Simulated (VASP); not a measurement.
Output of a VASP run:

File OSZICAR:
```
       N       E                     dE             d eps       ncg     rms          rms(c)
DAV:   1     0.410947106835E+01    0.41095E+01   -0.42132E+03   624   0.843E+02
DAV:   2    -0.185962674022E+02   -0.22706E+02   -0.22232E+02   720   0.126E+02
DAV:   3    -0.189349226537E+02   -0.33866E+00   -0.33866E+00   720   0.185E+01
DAV:   4    -0.189356761531E+02   -0.75350E-03   -0.75350E-03   776   0.865E-01
DAV:   5    -0.189356776091E+02   -0.14559E-05   -0.14559E-05   720   0.301E-02    0.873E+00
DAV:   6    -0.164532605762E+02    0.24824E+01   -0.14497E+01   560   0.241E+01    0.306E+00
DAV:   7    -0.164042468852E+02    0.49014E-01   -0.71234E-02   592   0.277E+00    0.192E+00
DAV:   8    -0.163755647459E+02    0.28682E-01   -0.25637E-02   688   0.186E+00    0.280E-01
DAV:   9    -0.163755412764E+02    0.23469E-04   -0.31930E-04   768   0.163E-01    0.167E-01
DAV:  10    -0.163755690585E+02   -0.27782E-04   -0.19250E-05   632   0.390E-02    0.417E-02
DAV:  11    -0.163755687943E+02    0.26425E-06   -0.25873E-06   640   0.898E-03
   1 F= -.16375569E+02 E0= -.16375569E+02  d E =-.163756E+02
```

OUTCAR:
```
------------------------ aborting loop because EDIFF is reached ----------------------------------------
  FORCE on cell =-STRESS in cart. coord.  units (eV):
  Direction    XX          YY          ZZ          XY          YZ          ZX
  --------------------------------------------------------------------------------------
  Total       -0.0013130     -0.0013130     -0.0013130      0.0000000      0.0000000      0.0000000
  in kB       -0.1024549     -0.1024549     -0.1024549      0.0000000      0.0000000      0.0000000
  external PRESSURE =      -0.1024549 kB  Pullay stress =       0.0000000 kB
  volume of cell :       20.53
      direct lattice vectors                 reciprocal lattice vectors
     0.000000000  2.173389580  2.173389580    -0.230055396  0.230055396  0.230055396
     2.173389580  0.000000000  2.173389580     0.230055396 -0.230055396  0.230055396
     2.173389580  2.173389580  0.000000000     0.230055396  0.230055396 -0.230055396
  FREE ENERGIE OF THE ION-ELECTRON SYSTEM (eV)
  ---------------------------------------------------
  free  energy   TOTEN  =       -16.3755687943 eV

  energy  without entropy=      -16.3755687943  energy(sigma->0) =      -16.37556879

 reached required accuracy - stopping structural energy minimisation
```
(Selected blocks of OUTCAR.)

File POSCAR:
```
AlN
1
    0.0000000000     2.1733895804     2.1733895804
    2.1733895804     0.0000000000     2.1733895804
    2.1733895804     2.1733895804    -0.0000000000
Al N
1 1
Direct
  0.0000000000   0.0000000000   0.0000000000
  0.2500000000   0.2500000000   0.2500000000
```

Question: Reconstruct the remaining input files.

Answer: Several could match; the one computed here: the input of the run itself, LDA (Ceperley-Alder, Perdew-Zunger), plane waves, VASP's LDA PAW potentials (set 64).

File KPOINTS:
```
Automatic mesh
0
Gamma
9 9 9
0 0 0
```

**INCAR**
```
ALGO = Normal
EDIFF = 1E-6
EDIFFG = -0.01
ENCUT = 520
IBRION = 2
ISIF = 3
ISMEAR = 0
LASPH = .TRUE.
LCHARG = .FALSE.
LREAL = .FALSE.
LWAVE = .FALSE.
NELM = 100
NSW = 60
PREC = Accurate
SIGMA = 0.05
SYSTEM = AlN
```

POTCAR, in this order: Al N (LDA.64 set). Program: vasp_std.

The compound is AlN in the zinc blende structure, a metastable form; wurtzite is the usual one. It was relaxed first. The start is the result of an earlier pass.
